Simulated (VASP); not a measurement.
Input of a VASP 6.6.1 run:

Contents of INCAR:

```
SYSTEM = CaSb2
ALGO = Fast
DIPOL = 0.5 0.5 0.271
EDIFF = 1E-7
ENCUT = 520
GGA = PE
IDIPOL = 3
ISIF = 2
ISMEAR = 0
LASPH = .TRUE.
LCHARG = .FALSE.
LDIPOL = .TRUE.
LREAL = .FALSE.
LWAVE = .FALSE.
NBANDS = 17
NELM = 80
PREC = Accurate
SIGMA = 0.1
```

File KPOINTS:

```
k-points
0
G
  15 15 1
  0 0 0
```

File POSCAR:

```
CaSb2
1.0
    3.4851362023     -0.0000002168      0.0000000000
   -1.7425679134      3.0182165952      0.0000000000
    0.0000000000      0.0000000000     33.2022781496
Ca Sb
1 2
Direct
    0.0000000000      0.0000000000      0.2710657371
    0.6666666667      0.3333333333      0.3489952720
    0.3333333333      0.6666666667      0.1931362022
```

Potentials or basis: VASP PAW PBE potentials, release 64 (Ca_sv, Sb).

Launch:

```bash
$ cat potpaw_PBE.64/Ca_sv/POTCAR potpaw_PBE.64/Sb/POTCAR > POTCAR
$ mpirun -np 1 vasp_std > vasp.out
```

(1) What does it give for the largest force?

(2) What does it give for the band gap on the k mesh?

Results:

(1) 0.019 eV/Å.

(2) none (metal or under the smearing width).
